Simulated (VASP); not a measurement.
# MgGa23N24 (a cell with a defect) in VASP: notebook

Aim: see how the results for MgGa23N24 (a cell with a defect) move with the level of theory and the settings. Levels: PBE, HSE06. Tasks: relaxation of the atoms, single point.

Everything below comes from runs of VASP 6.6.1. Logs are shortened: lines on timing, memory, paths and dates and some standing lists are left out, and cuts for length are marked.

### Step 1. The crystal as given

The cell holds a defect, 48 atoms: a = 8.302 Å, b = 8.302 Å, c = 8.302 Å, α = 84.34°, β = 84.34°, γ = 84.34°.

### Step 2. Relaxation of the atoms, PBE

INCAR reads:

```
ALGO = Normal
EDIFF = 1E-6
EDIFFG = -0.025
ENCUT = 450
GGA = PE
IBRION = 2
ICORELEVEL = 1
ISIF = 2
ISMEAR = 0
ISYM = 0
LASPH = True
LCHARG = False
LREAL = Auto
LUSENCCL = False
LWAVE = False
NELECT = 420.0
NELM = 80
NSW = 70
PREC = Normal
SIGMA = 0.01
```

KPOINTS reads:

```
k-points
0
Monkhorst-Pack
  2 2 2
```

POSCAR reads:

```
MgGa23N24
1.0
   -3.2177240000     -5.5732640000      5.2440550000
    6.4354500000      0.0000000000      5.2440550000
   -3.2177260000      5.5732640000      5.2440550000
Mg Ga N
1 23 24
Direct
    0.8307609400      0.4981888800      0.6639381900
    0.6663953300      0.3330618300      0.9997288300
    0.9997286700      0.6663951700      0.3330621700
    0.6663953300      0.8330618300      0.4997288300
    0.9997286700      0.1663951700      0.8330621700
    0.1663953300      0.3330618300      0.4997288300
    0.4997286700      0.6663951700      0.8330621700
    0.8330620000      0.9997285000      0.1663955000
    0.3330620000      0.4997285000      0.1663955000
    0.3330620000      0.9997285000      0.6663955000
    0.1663953300      0.8330618300      0.9997288300
    0.4997286700      0.1663951700      0.3330621700
    0.6663953300      0.4997288300      0.3330618300
    0.4997286700      0.3330621700      0.6663951700
    0.8330620000      0.6663955000      0.9997285000
    0.4997286700      0.8330621700      0.1663951700
    0.8330620000      0.1663955000      0.4997285000
    0.9997286700      0.3330621700      0.1663951700
    0.3330620000      0.6663955000      0.4997285000
    0.6663953300      0.9997288300      0.8330618300
    0.1663953300      0.4997288300      0.8330618300
    0.1663953300      0.9997288300      0.3330618300
    0.9997286700      0.8330621700      0.6663951700
    0.3330620000      0.1663955000      0.9997285000
    0.6252713300      0.2919378300      0.4586048300
    0.4586046700      0.1252711700      0.7919381700
    0.7919380000      0.4586045000      0.1252715000
    0.4586046700      0.6252711700      0.2919381700
    0.7919380000      0.9586045000      0.6252715000
    0.9586046700      0.1252711700      0.2919381700
    0.2919380000      0.4586045000      0.6252715000
    0.6252713300      0.7919378300      0.9586048300
    0.1252713300      0.2919378300      0.9586048300
    0.1252713300      0.7919378300      0.4586048300
    0.9544845900      0.6314155100      0.7999088800
    0.2919380000      0.9586045000      0.1252715000
    0.7955126400      0.6305131900      0.4604734300
    0.6383494000      0.4467523100      0.7791209600
    0.9586046700      0.7919381700      0.1252711700
    0.6252713300      0.9586048300      0.2919378300
    0.9575316500      0.2772715100      0.6303111600
    0.1252713300      0.4586048300      0.2919378300
    0.4586046700      0.7919381700      0.6252711700
    0.7919380000      0.1252715000      0.9586045000
    0.2919380000      0.6252715000      0.9586045000
    0.2919380000      0.1252715000      0.4586045000
    0.1252713300      0.9586048300      0.7919378300
    0.4586046700      0.2919381700      0.1252711700
```

Potentials or basis: VASP PAW PBE potentials, release 64 (Mg, Ga_d, N).

Command:

```sh
> cat potpaw_PBE.64/Mg/POTCAR potpaw_PBE.64/Ga_d/POTCAR potpaw_PBE.64/N/POTCAR > POTCAR
> mpirun -np 1 vasp_std > vasp.out
```

OUTCAR:

```text
EDIFF = 1E-6
   EDIFFG = -0.025
   ENCUT = 450
   GGA = PE
   IBRION = 2
   ISIF = 2
   ISMEAR = 0
   ISYM = 0
   LASPH = True
   LREAL = Auto
   NELECT = 420.0
   NELM = 80
   NSW = 70
   PREC = Normal

 ion  position               nearest neighbor table
   1  0.831  0.498  0.664-  38 1.84  37 1.95  41 2.05  35 2.06  13 3.18  14 3.19  17 3.19   4 3.21
                             3 3.21   7 3.22   6 3.22   2 3.22   5 3.22  23 3.24  15 3.24  21 3.24
   2  0.666  0.333  1.000-  44 1.97  48 1.97  27 1.98  38 2.00   1 3.22
   3  1.000  0.666  0.333-  37 1.94  42 1.97  39 1.97  34 1.98   1 3.21
   4  0.666  0.833  0.500-  37 1.94  43 1.97  40 1.97  29 1.98   1 3.21
   5  1.000  0.166  0.833-  41 1.88  47 1.97  44 1.97  33 1.98   1 3.22
   6  0.166  0.333  0.500-  46 1.97  42 1.97  31 1.98  41 2.02   1 3.22
   7  0.500  0.666  0.833-  45 1.97  43 1.97  32 1.98  38 2.12   1 3.22
   8  0.833  1.000  0.166-  39 1.97  40 1.97  44 1.97  30 1.98
   9  0.333  0.500  0.166-  48 1.97  42 1.97  45 1.97  28 1.98
  10  0.333  1.000  0.666-  43 1.97  47 1.97  46 1.97  26 1.98
  11  0.166  0.833  1.000-  45 1.97  39 1.97  47 1.97  36 1.98
  12  0.500  0.166  0.333-  40 1.97  46 1.97  48 1.97  25 1.98
  13  0.666  0.500  0.333-  28 1.97  27 1.97  25 1.97  37 2.03   1 3.18
  14  0.500  0.333  0.666-  38 1.92  31 1.97  25 1.97  26 1.97   1 3.19
  15  0.833  0.666  1.000-  35 1.89  32 1.97  27 1.97  39 1.98   1 3.24
  16  0.500  0.833  0.166-  36 1.97  32 1.97  28 1.97  40 1.98
  17  0.833  0.166  0.500-  41 1.92  25 1.97  30 1.97  29 1.97   1 3.19
  18  1.000  0.333  0.166-  27 1.97  33 1.97  30 1.97  42 1.98
[... 28 lines left out ...]
  47  0.125  0.959  0.792-   5 1.97  10 1.97  11 1.97  23 1.98
  48  0.459  0.292  0.125-   9 1.97   2 1.97  12 1.97  24 1.98

IMPORTANT INFORMATION: All symmetrisations will be switched off!
NOSYMM: (Re-)initialisation of all symmetry stuff for point group C_1.

----------------------------------------------------------------------------------------

                                     Primitive cell

  volume of cell :     564.2571

  direct lattice vectors                    reciprocal lattice vectors
    -3.217724000 -5.573264000  5.244055000    -0.051796430 -0.089714044  0.063564042
     6.435450000  0.000000000  5.244055000     0.103592859  0.000000019  0.063564042
    -3.217726000  5.573264000  5.244055000    -0.051796430  0.089714025  0.063564042

  length of vectors
     8.301513850  8.301513690  8.301514625     0.121539571  0.121539574  0.121539557

  position of ions in fractional coordinates (direct lattice)
     0.830760940  0.498188880  0.663938190
     0.666395330  0.333061830  0.999728830
     0.999728670  0.666395170  0.333062170
     0.666395330  0.833061830  0.499728830
     0.999728670  0.166395170  0.833062170
     0.166395330  0.333061830  0.499728830
[... 40 lines left out ...]
     0.125271330  0.958604830  0.791937830
     0.458604670  0.291938170  0.125271170

  ion indices of the primitive-cell ions
   primitive index   ion index
                 1           1
                 2           2
                 3           3
                 4           4
                 5           5
                 6           6
[... 40 lines left out ...]
                47          47
                48          48

----------------------------------------------------------------------------------------

 KPOINTS: k-points

Automatic generation of k-mesh.
 Grid dimensions read from file:
 generate k-points for:    2    2    2

 Generating k-lattice:

  Cartesian coordinates                     Fractional coordinates (reciprocal lattice)
    -0.025898215 -0.044857022  0.031782021     0.500000000  0.000000000  0.000000000
     0.051796430  0.000000009  0.031782021     0.000000000  0.500000000  0.000000000
    -0.025898215  0.044857013  0.031782021     0.000000000  0.000000000  0.500000000

  Length of vectors
     0.060769785  0.060769787  0.060769779

  Shift w.r.t. Gamma in fractional coordinates (k-lattice)
     0.500000000  0.500000000  0.500000000

 Subroutine IBZKPT returns following result:
 ===========================================

 Found      4 irreducible k-points:

 Following reciprocal coordinates:
            Coordinates               Weight
  0.250000  0.250000  0.250000      2.000000
 -0.250000  0.250000  0.250000      2.000000
  0.250000 -0.250000  0.250000      2.000000
  0.250000  0.250000 -0.250000      2.000000
   k-points           NKPTS =      4   k-points in BZ     NKDIM =      4   number of bands    NBANDS=    252
   number of dos      NEDOS =    301   number of ions     NIONS =     48
   total plane-waves  NPLWV = 110592
   dimension x,y,z NGX =    48 NGY =   48 NGZ =   48
   dimension x,y,z NGXF=    96 NGYF=   96 NGZF=   96
   ions per type =               1  23  24
   NGX,Y,Z   is equivalent  to a cutoff of   9.61,  9.61,  9.61 a.u.
   NGXF,Y,Z  is equivalent  to a cutoff of  19.22, 19.22, 19.22 a.u.
 SYSTEM =  unknown system
   PREC   = normal    normal or accurate (medium, high low for compatibility)
   ISTART =      0    job   : 0-new  1-cont  2-samecut
   ICHARG =      2    charge: 1-file 2-atom 10-const
   ISPIN  =      1    spin polarized calculation?
   LNONCOLLINEAR =      F non collinear calculations
   LSORBIT =      F    spin-orbit coupling
   LASPH  =      T    aspherical Exc in radial PAW
   ENCUT  =  450.0 eV  33.07 Ry    5.75 a.u.  14.36 14.36 14.36*2*pi/ulx,y,z
   NELM   =     80;   NELMIN=  2; NELMDL= -5     # of ELM steps
   EDIFF  = 0.1E-05   stopping-criterion for ELM
   LREAL  =      T    real-space projection
   EDIFFG = -.3E-01   stopping-criterion for IOM
   NSW    =     70    number of steps for IOM
   IBRION =      2    ionic relax: 0-MD 1-quasi-New 2-CG
   NFREE  =      1    steps in history (QN), initial steepest desc. (CG)
   ISIF   =      2    stress and relaxation
   ISYM   =      0    0-nonsym 1-usesym 2-fastsym
   POTIM  = 0.5000    time-step for ionic-motion
   TEBEG  =    0.0;   TEEND  =   0.0 temperature during run
   PSTRESS=    0.0 pullay stress
   NELECT =     420.0000    total number of electrons
   NUPDOWN=      -1.0000    fix difference up-down
   EMIN   =  10.00;   EMAX   =-10.00  energy-range for DOS
   EFERMI =   0.00;   METHOD = LEGACY
   ISMEAR =     0;   SIGMA  =   0.01  broadening in eV -4-tet -1-fermi 0-gaus
   EFERMI_NEDOS =   21; number of points for ismear=-14 and -15
   IALGO  =     38    algorithm
   IMIX   =      4    mixing-type and parameters
     AMIX     =   0.40;   BMIX     =  1.00
     AMIX_MAG =   1.60;   BMIX_MAG =  1.00
  volume/ion in A,a.u.               =      11.76        79.33
  Fermi-wavevector in a.u.,A,eV,Ry     =   1.483653  2.803697 29.949489  2.201225
  Thomas-Fermi vector in A             =   2.597287
   LORBIT       =      0    0 simple, 1 ext, 2 COOP (PROOUT), +10 PAW based schemes
   GGA     = PE    functional components
   LHFCALC =     F    Hartree Fock is set to
   AEXX    =    0.0000 exact exchange contribution
   IVDW    =     0    specifies the selected vdW correction
   LEPSILON=     F    determine dielectric tensor
   LRPA    =     F    only Hartree local field effects (RPA)
 conjugate gradient relaxation of ions
 non-spin polarized calculation
 Gauss-broadening in eV      SIGMA  =   0.01
  energy-cutoff  :      450.00
  volume of cell :      564.26
 maximum number of plane-waves:     12242
   NGX = 29   NGY = 29   NGZ = 29

--------------------------------------- Ionic step        1  -------------------------------------------

 number of electron     420.0000752 magnetization

 Free energy of the ion-electron system (eV)
  ---------------------------------------------------
  ext. energy  EPLUGINS =         0.00000000
  ---------------------------------------------------
  free energy    TOTEN  =      -293.56237150 eV

  energy without entropy =     -293.55874422  energy(sigma->0) =     -293.56055786

------------------------ aborting loop because EDIFF is reached ----------------------------------------

  FORCE on cell =-STRESS in cart. coord.  units (eV):
  Direction    XX          YY          ZZ          XY          YZ          ZX
  --------------------------------------------------------------------------------------
  -------------------------------------------------------------------------------------
  Total      -10.5553732     -7.4496450     -8.9996665     -2.4014535     -1.1362835     -0.9430774
  in kB      -29.9714082    -21.1528619    -25.5540636     -6.8187967     -3.2264151     -2.6778169
  external PRESSURE =     -25.5594445 kB  Pullay stress =       0.0000000 kB
[... 227 lines left out ...]
  FREE ENERGIE OF THE ION-ELECTRON SYSTEM (eV)
  ---------------------------------------------------
  free  energy   TOTEN  =      -294.2082612625 eV

  energy  without entropy=     -294.2024886865  energy(sigma->0) =     -294.20537497

[... ionic steps 4 to 9 ...]

--------------------------------------- Ionic step       10  -------------------------------------------

 number of electron     420.0000724 magnetization

------------------------ aborting loop because EDIFF is reached ----------------------------------------
[... 159 lines left out ...]
--------------------------------------- Ionic step       12  -------------------------------------------

 number of electron     420.0000725 magnetization

 Free energy of the ion-electron system (eV)
  ---------------------------------------------------
  ext. energy  EPLUGINS =         0.00000000
  ---------------------------------------------------
  free energy    TOTEN  =      -294.30445567 eV

  energy without entropy =     -294.29829283  energy(sigma->0) =     -294.30137425

 the core state eigenenergies are
   1-  1s  -1247.2261  2s    -67.8894  2p    -34.6381
   2-  1s -10217.4340  2s  -1250.8265  2p  -1087.2847  3s   -137.1003  3p    -87.8444

   3-  1s -10217.4358  2s  -1250.8280  2p  -1087.2863  3s   -137.1006  3p    -87.8446

   4-  1s -10217.4346  2s  -1250.8267  2p  -1087.2850  3s   -137.1003  3p    -87.8443
[... 63 lines left out ...]
  47-  1s   -370.5696
  48-  1s   -370.6068

 E-fermi :   4.6434     XC(G=0): -11.4294

 val. band max:        4.6350467093   @ k =   0.2500  -0.2500   0.2500
 cond. band min:       4.6438606064   @ k =   0.2500   0.2500  -0.2500
 fundamental gap:      0.0088138971
 Fermi energy:         4.6433958662

 k-point     1 :       0.2500    0.2500    0.2500
  band No.  band energies     occupation
      1     -10.6858      2.00000
      2     -10.3015      2.00000
      3     -10.2909      2.00000
      4     -10.2553      2.00000
      5     -10.1273      2.00000
      6     -10.1020      2.00000
[... 889 lines left out ...]
    221      10.0823      0.00000
    222      10.1468      0.00000
 [bands above 222 left out]

------------------------ aborting loop because EDIFF is reached ----------------------------------------

  FORCE on cell =-STRESS in cart. coord.  units (eV):
  Direction    XX          YY          ZZ          XY          YZ          ZX
  --------------------------------------------------------------------------------------
  -------------------------------------------------------------------------------------
  Total      -10.5439161    -10.6849177     -7.7207597     -0.0140936      0.0288813     -0.0566205
  in kB      -29.9388761    -30.3392425    -21.9226773     -0.0400180      0.0820069     -0.1607708
  external PRESSURE =     -27.4002653 kB  Pullay stress =       0.0000000 kB
[... 63 lines left out ...]
  FREE ENERGIE OF THE ION-ELECTRON SYSTEM (eV)
  ---------------------------------------------------
  free  energy   TOTEN  =      -294.3044556659 eV

  energy  without entropy=     -294.2982928306  energy(sigma->0) =     -294.30137425

 reached required accuracy - stopping structural energy minimisation
```

Run time: 47 min. Hardware: 1 × NVIDIA H100 80GB with 1 thread of AMD EPYC 7R13 (Zen 3), shared host; peak memory 1.5 GiB.

What came out:

```
Free energy                  : -294.3045 eV
Energy gained by relaxing    : 15.5 meV/atom
Ionic steps                  : 12
Largest force after relaxing : 0.019 eV/Å
```

Forces on the atoms (eV/Å):
```
Mg   0.000  0.012 -0.015
Ga   0.007  0.004 -0.002
Ga  -0.007 -0.002 -0.005
Ga  -0.003  0.000  0.008
Ga  -0.003 -0.005  0.009
Ga   0.004  0.005 -0.002
Ga   0.001  0.011 -0.002
Ga  -0.002 -0.006  0.000
Ga   0.001  0.010 -0.005
Ga   0.007  0.006  0.006
Ga   0.005  0.005  0.001
Ga  -0.005  0.010  0.008
Ga  -0.004  0.002 -0.002
Ga   0.005 -0.001 -0.001
Ga  -0.002  0.006 -0.004
Ga  -0.004 -0.002  0.010
Ga  -0.001 -0.008 -0.003
Ga  -0.004 -0.010  0.004
Ga  -0.004 -0.009  0.000
Ga   0.003 -0.015  0.006
Ga   0.005 -0.003 -0.007
Ga  -0.009 -0.002  0.004
Ga  -0.004 -0.009 -0.005
Ga  -0.010 -0.002  0.012
N   -0.011 -0.006 -0.002
N   -0.010 -0.004 -0.003
N   -0.005  0.002  0.005
N    0.001 -0.005  0.000
N    0.000 -0.007  0.001
N    0.001 -0.001 -0.003
N    0.005  0.007 -0.001
N    0.001 -0.001 -0.003
N   -0.001 -0.002  0.002
N   -0.006 -0.003  0.001
N    0.004  0.001 -0.003
N   -0.007  0.001 -0.002
N    0.012  0.003 -0.002
N    0.004  0.008  0.009
N    0.009 -0.001 -0.013
N   -0.004 -0.002  0.005
N    0.005  0.000 -0.008
N    0.003  0.002 -0.009
N    0.004  0.002  0.005
N   -0.003 -0.002  0.003
N    0.004 -0.004 -0.005
N    0.002  0.010  0.003
N    0.008  0.000 -0.006
N    0.005  0.005  0.010
```

Step by step:
```
step  energy change (eV)  largest force (eV/Å)  pressure (GPa)
   1              0.0000                4.1759           -2.56
   2             -0.6321                0.9296           -2.72
   3             -0.6459                0.9609           -2.77
   4             -0.7124                0.3459           -2.76
   5             -0.7130                0.3603           -2.77
   6             -0.7304                0.1379           -2.75
   7             -0.7330                0.1842           -2.75
   8             -0.7389                0.0795           -2.74
   9             -0.7394                0.0632           -2.74
  10             -0.7412                0.0299           -2.74
  11             -0.7414                0.0371           -2.74
  12             -0.7421                0.0189           -2.74
```

Final structure:
```
Mg Ga N
1.0
    -3.21772   -5.57326    5.24406
     6.43545    0.00000    5.24406
    -3.21773    5.57326    5.24406
Mg Ga N
1 23 24
Cartesian
  -1.6128 -0.9334 10.4750
  -3.2133 1.8595 10.4762
  0.0054 -3.7103 10.4876
  1.6064 -0.9398 10.4751
  -1.6109 4.6337 5.2405
  -0.0128 1.8597 5.2330
  -0.0151 1.8577 10.4852
  3.2197 -3.7176 10.4838
  1.6033 -0.9262 5.2405
  3.2100 1.8514 10.4819
  1.6044 4.6418 10.4841
  -1.6107 -0.9327 5.2541
  0.0128 -1.8685 7.8721
  -1.6103 0.9437 7.8706
  -1.6125 0.9139 13.1147
  3.2166 -1.8572 7.8619
  -3.2351 -1.8635 7.8716
  -1.6069 -4.6439 7.8604
  1.6059 0.9335 7.8588
  1.6040 0.9288 13.1018
  0.0088 3.7206 7.8701
  4.8259 0.9277 7.8631
  3.2056 3.7248 7.8695
  -3.2185 3.7157 7.8612
  -1.6097 -0.9303 7.2252
  -3.2255 1.8596 7.2046
  -0.0008 -3.7219 7.2021
  1.6115 -0.9237 7.2067
  1.6019 -0.9250 12.4458
  -3.2179 -3.7213 7.2065
  0.0008 1.8601 7.2030
  -0.0056 1.8588 12.4606
  -1.6109 4.6434 7.2161
  3.2188 1.8594 7.2181
  -1.6120 -0.9302 12.5302
  4.8254 -0.9295 7.2121
  0.0737 -1.9049 9.8035
  -1.6131 1.0139 9.8019
  1.6135 -4.6489 9.8489
  3.2317 -1.8609 9.8332
  -3.3003 -1.9043 9.8032
  1.6074 0.9304 4.5895
  1.6009 0.9275 9.8310
  -4.8286 0.9251 9.8305
  -0.0064 3.7223 9.8479
  -1.6223 0.9119 4.5898
  3.2068 3.7081 9.8473
  -0.0094 -1.8458 4.5884
```

Core levels (eV, on the scale of the bands):
```
atom                                                    levels
1 Mg                            1s -1247.2, 2s -67.9, 2p -34.6
2 Ga  1s -10217.4, 2s -1250.8, 2p -1087.3, 3s -137.1, 3p -87.8
3 Ga  1s -10217.4, 2s -1250.8, 2p -1087.3, 3s -137.1, 3p -87.8
4 Ga  1s -10217.4, 2s -1250.8, 2p -1087.3, 3s -137.1, 3p -87.8
5 Ga  1s -10217.4, 2s -1250.8, 2p -1087.3, 3s -137.1, 3p -87.8
6 Ga  1s -10217.4, 2s -1250.8, 2p -1087.3, 3s -137.1, 3p -87.8
```

Caveat: the k mesh is coarse (spacing up to 0.38 Å⁻¹), so the values aren't converged; the cell is charged against a uniform background, so pressure and absolute levels hang on convention; the cutoff is under 1.25 times the usual one of these potentials, so pressure, stress and relaxed cells hold a basis-set (Pulay) error.

[end of part 1 of 2]
